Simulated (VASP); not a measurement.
Data:

```yaml
crystal:
  lattice:
    - [0.00000, 1.88996, 1.88996]
    - [1.88996, 0.00000, 1.88996]
    - [1.88996, 1.88996, 0.00000]
  atoms:
    - { symbol: Li, position: [0.00000, 0.00000, 0.00000] }
    - { symbol: F, position: [0.50000, 0.50000, 0.50000] }
```

Computed with LDA (Ceperley-Alder, Perdew-Zunger), VASP's LDA PAW potentials (set 64) (plane waves; VASP). Run with 620 eV cut-off, 12×12×12 Γ-centred mesh, Gaussian smearing of 0.050 eV, potentials Li_sv F.

Question: Estimate the energy per atom (σ→0), pressure, band gap (on the k-mesh) with the smallest direct gap where there is one.

Answer: 
```
Quantity                                         Result
-----------------------------------  ------------------
band gap (on the k-mesh)                       10.77 eV
smallest direct gap (on the k-mesh)            10.77 eV
energy per atom (σ→0)                -504.4 kJ/mol-atom
pressure                                      10.05 GPa
```

The absolute energy has meaning only against runs of the same code, potentials and settings.

The compound is LiF in the rock salt structure. It was relaxed first under an external pressure of 10 GPa.
